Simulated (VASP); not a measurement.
## Bulk modulus of zinc-blende III-V compounds: LDA against PBE

VASP (plane waves, PAW); cells keep the symmetry of their structure type. Static lattice, from a third-order Birch-Murnaghan fit over five volumes at each level.

Here x stands for PBE B0 and y for LDA B0.

```csv
solid,PBE B0 (GPa),LDA B0 (GPa),cut-off (eV)
InSb,36.8,?,520
GaAs,59.6,74.5,520
AlAs,67.3,75.7,520
GaP,76.3,89.9,520
BAs,131.9,147.4,520
GaN,169.8,201.3,520
AlN,193.7,211.1,520
```

Question: Fit y against x with a straight line, and predict the withheld value at x = 36.8.

Answer: With u = x - 116, the rows have u = -56.40, -48.70, -39.70, 15.90, 53.80, 77.70. Means: u 0.43333, y 133.32. About the means, the sum of products is 17772 and the sum of squares of u is 16312; the slope is their ratio. Least squares gives y = 132.84 + 1.08950·u. Residuals (row less fit): 3.11, -4.08, 0.31, -2.76, 9.84, -6.39; standard error 6.55 (degrees of freedom: 4). The slope is 1.09 with a standard error of 0.051. At the withheld row, u = -79.20, so y = 132.84 + 1.08950 × (-79.20) = 46.55 GPa. The calculation gives 46.6 GPa, which the fit meets to the printed digits. The row lies outside the fitted rows, so this is an extrapolation. From the scatter of the fitted rows alone, a prediction at this place has a standard error of 8.17 GPa, so the miss is 0.0 times that.

GaN is here a metastable form; wurtzite is the usual one. AlN is here a metastable form; wurtzite is the usual one. The rows are a random draw from the solids of this series computed here; series whose standard error about the line passes 12 to 30 % of the range of y, or with no trend, aren't shown in this form.
